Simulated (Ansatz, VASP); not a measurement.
# Al: VASP beside Ansatz

One calculation is typed for both programs; each brings its own data sets. How far apart do they land? The cell is taken from a series of runs on this material, whose earlier steps may have relaxed, scaled, displaced or heated it; both programs get it as it stands.

Calculated with Ansatz 0.2.0; plane waves, with VASP 6.6.1 beside it; PBEsol.

### 1. Starting point

The cell holds 3 atoms: 3 Al. Its edges and angles: a = 2.789 Å, b = 2.789 Å, c = 33.130 Å, α = 90.0°, β = 90.0°, γ = 120.0°. It derives from Al. Vacuum lies along c.

### 2. Ansatz: zone-centre phonons, PBEsol

Ansatz runs on its PAW soft_1 files.

Second derivatives magnify differences that forces hide, and they need a tight electronic threshold.

File input.yaml:

```yaml
crystal:
  lattice:
    - [2.7891264669, 2.8185e-06, 0.0]
    - [-1.3945656743, 2.4154529654, 0.0]
    - [0.0, 0.0, 33.1300117784]
  atoms:
    - { symbol: Al, position: [0.0, 0.0, 0.196121002] }
    - { symbol: Al, position: [0.3333333333, 0.6666666667, 0.266601022] }
    - { symbol: Al, position: [0.6666666667, 0.3333333333, 0.337081042] }
  periodic: [true, true, false]
kpoints:
  mp_grid: { grid: [18, 18, 1] }
hamiltonian:
  xc: pbesol
  pseudopotentials: { kind: paw, azcp: { folder: soft_1 }, xc_functional: pbe }
scf:
  occupations: { method: methfessel_paxton, width: 0.2 }
output:
  eigenvalues: true
phonons:
  method: dfpt
```

Started as:

```
> ansatz run input.yaml --threads 4 --pin off --max-ram 16384MiB --backend cpu --events-out ev --progress --plain --runs-dir out
```

Numbers of over 12 decimals in the logs are rounded to 6 here.

What it wrote:

```text
Warning: crystal.symmetry: narrowed to the stabiliser of the run's FFT grids — unitary ops 12 → 6. A phonons.method: dfpt run fills in the rows of the dynamical matrix that it does not solve by its symmetry operations, which is exact only for operations that map its FFT grids onto themselves: filled in by any other, the frequencies could depend on the order in which like atoms are typed, or, by more than the grids' own error, on where the crystal sits among the grids' points. Excluded: 6 operations. The run can therefore solve more perturbations, solve them on more k-points, or both, and cost more. [rest of the remark cut]
Engine: ansatz 0.2.0, aarch64-unknown-linux-gnu
Pseudopotentials: kind: paw
Pseudopotential: Al, paw, valence charge 3, recommended cutoff 420 eV (normal), soft_1/Al.paw.azcp
Functional definition: PBEsol
  exchange = pbesol_x
  correlation = pbesol_c
Crystal: 3 atoms, lattice volume = 223.197 Å³
Basis set: ecut = 420 eV, 4407 PW (Γ), exchange–correlation on 40×40×450 points (8 copies of the dense FFT grid, shifted against one another)
Bands: 9, of which v1, the nominal top of the filled ones, is band 5 counted from 1 (4 counted from 0)
Symmetry: 12 space group operations
k-points: 91 of 324 (irreducible under 2 space group operations, time reversal used)
Non-local potential: Al, projectors of the file, l = 0: 2, l = 1: 2, l = 2: 1
PAW form: soft (Blöchl's): semilocal exchange-correlation on the pseudo side does not see the compensation charge
PAW frozen core: Al, regenerated for the run's functional, and the local potential with it (the file was generated under x = pbe(κ = 0.804, μ = 0.219515), c = pbe(β = 0.066725))
PAW one-centre angular grid: Al, 110 points (default); XC on 64 Gauss nodes
Initial density: superposition of atomic densities (neutral atoms: chi_scale 0, normalization atom)
Initial wavefunctions: pseudopotential atomic-orbital guess
Functional: x = pbesol(κ = 0.804, μ = 0.123457), c = pbesol(β = 0.046)
SCF iter   1: F=—  HF=-1573.504698 eV  |F-HF|=—  |Δ(HF+E_count)|=         —  Δρ=1.50e-2  dr2=3.46e0  ethr=3.10e-3  ⟨swp⟩=12.0  Hψ=10862  notcnv=0
preconditioner: auto → LDOS  [metal: Δε(μ)=0.040 eV  Ē_g=7.683 eV  σ=0.200 eV  W_gap=0.17  n_scr=16 (ndim 8)  ℏωp=7.5 eV  f_vac=0.676  D(μ)=1.94/eV (n_scr^D=12)  β→1.0]
SCF iter   2: F=—  HF=-1572.891488 eV  |F-HF|=—  |Δ(HF+E_count)|=   6.13e-1  S|Δr|=    0.00e0  Δρ=7.72e-3  dr2=4.25e-1  ethr=3.10e-3  ⟨swp⟩=3.8  Hψ=2496  notcnv=0  defer=25
SCF iter   3: F=—  HF=-1572.852456 eV  |F-HF|=—  |Δ(HF+E_count)|=   3.90e-2  S|Δr|=    0.00e0  Δρ=1.20e-3  dr2=3.21e-2  ethr=3.10e-3  ⟨swp⟩=3.8  Hψ=2041  notcnv=0  defer=22
SCF iter   4: F=—  HF=-1572.847210 eV  |F-HF|=—  |Δ(HF+E_count)|=   5.25e-3  S|Δr|=    0.00e0  Δρ=1.76e-4  dr2=5.59e-4  ethr=3.57e-4  ⟨swp⟩=2.2  Hψ=1608  notcnv=0  defer=15
SCF iter   5: F=—  HF=-1572.847259 eV  |F-HF|=—  |Δ(HF+E_count)|=   4.91e-5  S|Δr|=    0.00e0  Δρ=3.58e-5  dr2=3.49e-6  ethr=6.21e-6  ⟨swp⟩=3.2  Hψ=1532  notcnv=0  defer=15
SCF iter   6: F=—  HF=-1572.847262 eV  |F-HF|=—  |Δ(HF+E_count)|=   2.96e-6  S|Δr|=    0.00e0  Δρ=7.05e-6  dr2=4.11e-7  ethr=3.88e-8  ⟨swp⟩=3.4  Hψ=1701  notcnv=0  defer=15
SCF iter   7: F=—  HF=-1572.847259 eV  |F-HF|=—  |Δ(HF+E_count)|=   3.17e-6  S|Δr|=    0.00e0  Δρ=1.04e-6  dr2=1.31e-8  ethr=4.56e-9  ⟨swp⟩=2.7  Hψ=1341  notcnv=0  defer=15
SCF iter   8: F=—  HF=-1572.847259 eV  |F-HF|=—  |Δ(HF+E_count)|=   2.12e-8  S|Δr|=    0.00e0  Δρ=2.13e-7  dr2=3.03e-10  ethr=1.46e-10  ⟨swp⟩=2.7  Hψ=1408  notcnv=0  defer=15
SCF iter   9: F=-1572.847259 eV  HF=-1572.847259 eV  |F-HF|=9.53e-11  |Δ(HF+E_count)|=   1.51e-9  S|Δr|=    0.00e0  Δρ=2.09e-8  dr2=1.65e-12  ethr=1.00e-12  ⟨swp⟩=13.3  Hψ=9067  notcnv=0
SCF 1 converged in 9 iterations: F = -1572.847259 eV  dr2 = 1.65e-12
  greatest PAW one-centre occupation: 0.465 electrons in one spin orbital (limit 2), on the Al atom at site 2 (counted from 0), in its partial waves of l = 0
DFPT response loops at Γ: preconditioner auto → none (partly filled bands, converged f_vac=0.695); β = 0.50; Broyden in place of MSR1
SCF converged after 9 iterations
Stability not checked: this state was not tested for a lower state beside it, because cold or Methfessel-Paxton smearing, or corrected tetrahedra, fill the levels in a way that the test cannot read (fill_not_monotonic; see scf.lower_state_search)
Free energy (F): -1572.847259 eV
Harris-Foulkes:  -1572.847259 eV  (|F-HF|=9.53e-11)
Internal energy: -1572.850164 eV  (E = F + TS)
E sigma→0 (E₀):  -1572.847985 eV
Entropy (-TS):   0.002905 eV (0.968 meV/atom)
Fermi energy:    -3.767635 eV
--- Per-component energies (eV) ---
  E_band       = -72.875893
  E_kinetic    = 66.279941
  E_local      = -6467.716447  (includes V_loc(G=0)·N_el)
  E_nonlocal   = 30.822817
  E_hartree    = 3197.307182
  E_xc         = -111.002423
  E_vxc        = -86.405005  (∫ρ·V_xc dr)
  E_paw        = -1370.260251  (= ΣΔE_a)
  E_vpaw       = -10.471592  (= ΣTr[D̂ρ^β])
  E_aug_tail   = -0.000009  (compensation charges beyond the density's cutoff)
  E_ewald      = 3081.661608
  E_core_change = 0.057417  (= ΣΔE_core)
  E_smearing   = 0.002905  (= −TS)
  E_closure    = 0.000000  (closes the sum)
  Σ components = -1572.847259   (vs F -1572.847259, Δ=0.00e0)
--- Band table (eV; the first three rows and the last of 91) ---
  k-point 0: bands = ["-14.7302", "-13.0440", "-10.4222", "-7.2605", "-3.7510", "-1.0937 (-1.0940°)", "-0.1007 (-0.1380°)", "0.4062", "0.9398"]
  k-point 1: bands = ["-14.6523", "-12.9666", "-10.3450", "-7.1870", "-3.6777", "-1.0185 (-1.0188°)", "-0.0225 (-0.0595°)", "0.4839", "1.0179"]
  k-point 2: bands = ["-14.4187", "-12.7349", "-10.1141", "-6.9668", "-3.4591", "-0.7950 (-0.7952°)", "0.2115 (0.1754°)", "0.7158", "1.2512"]
  k-point 90: bands = ["-10.0607", "-8.4238", "-5.9803", "-4.6652", "-3.4919", "-3.0691", "-2.6670", "-1.6825", "-0.2707"]
  ° read free of the cell's end (the report's vacuum.weakly_bound_levels)
--- Phonons (Γ-DFPT): 6 representative perturbations + reference, on 91 of 324 k-points (Σ response iterations 18) ---
  ASR residual: 3.166e-5 → 0.000e0 eV/Å²; symmetrization residual: 1.008e-5 eV/Å²
  The last average, over the group as it would stand without the narrowing to the FFT grids, took up to 1.553e-6 eV/Å² of the zone centre's force constants
  ASR residual per site (eV/Å²): 2.27e-5 7.20e-6 3.17e-5
  Γ frequencies (cm⁻¹): 0.00 0.00 0.00 78.67 78.67 122.95 122.95 166.08 308.90
  non-analytic LO–TO correction: not included (Born effective charges unavailable; polar crystals: no LO–TO splitting at Γ)
```

In the SCF lines HF is the Harris–Foulkes energy and dr2 the Hartree energy of the density residual, in eV; the loop may stop once dr2 is under the threshold and the program's other checks hold. Hψ counts applications of the Hamiltonian.

(Part 1 of 2 ends here.)

[Lines on the potential files, build, host, timing and source positions are cut from VASP's logs without a mark.]

[Logs are printed without paths, hosts, clocks, repeated set-up lines and the standing remarks that a program may print on its own settings, such as how far it seeks lower states.]

[Hosts, paths, dates, database ids (printed as entryN), source tags and the programs' standing remarks are cut or masked in the printed files.]
